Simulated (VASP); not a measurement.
Computed with PBE GGA, VASP's PBE PAW potentials (set 64) (plane waves; VASP).

VASP input:

### POSCAR
```
CdSe
1
    0.0000000000     3.0956650803     3.0956650803
    3.0956650803    -0.0000000000     3.0956650803
    3.0956650803     3.0956650803     0.0000000000
Cd Se
1 1
Direct
  1.0000000000   1.0000000000   1.0000000000
  0.2500000000   0.2500000000   0.2500000000
```

### INCAR
```
GGA=PE
SIGMA=0.05
LASPH=.TRUE.
ISMEAR=0
ALGO=Normal
LREAL=.FALSE.   ! projection in real space or not
LCHARG=.FALSE.
ISIF=2   ! forces and stress, cell fixed
EDIFF=1E-7   ! SCF stop (eV)
LWAVE=.FALSE.
NELM=100   ! most electronic steps
ENCUT=480   ! plane-wave cut-off (eV)
PREC=Accurate
SYSTEM=CdSe
LMAXMIX=4
```

KPOINTS:
```
Regular mesh
0
Gamma
8 8 8
```

POTCAR, in this order: Cd Se (PBE.64 set). Program: vasp_std.

Question: Estimate the energy per atom (σ→0), band gap (on the k-mesh).

Answer: 
```yaml
energy per atom (σ→0): -2.749 eV/atom
band gap (on the k-mesh): 0.50 eV
```

### OSZICAR
```
...
DAV:   8    -0.549859146241E+01   -0.83050E-03   -0.13816E-02   789   0.172E+00    0.237E-01
DAV:   9    -0.549875301642E+01   -0.16155E-03   -0.19494E-03   854   0.639E-01    0.480E-02
DAV:  10    -0.549882655123E+01   -0.73535E-04   -0.22093E-04   819   0.212E-01    0.460E-02
DAV:  11    -0.549887576812E+01   -0.49217E-04   -0.88139E-05   769   0.733E-02    0.153E-02
DAV:  12    -0.549887447598E+01    0.12921E-05   -0.71469E-06   888   0.380E-02    0.474E-03
DAV:  13    -0.549887521874E+01   -0.74276E-06   -0.24034E-06   764   0.111E-02    0.325E-03
DAV:  14    -0.549887521612E+01    0.26148E-08   -0.75145E-08   627   0.217E-03
   1 F= -.54988752E+01 E0= -.54988752E+01  d E =-.165701E-13
```

The compound is CdSe in the zinc blende structure, whereas wurtzite is the usual form. It was relaxed first, which changed the volume by +7 %.
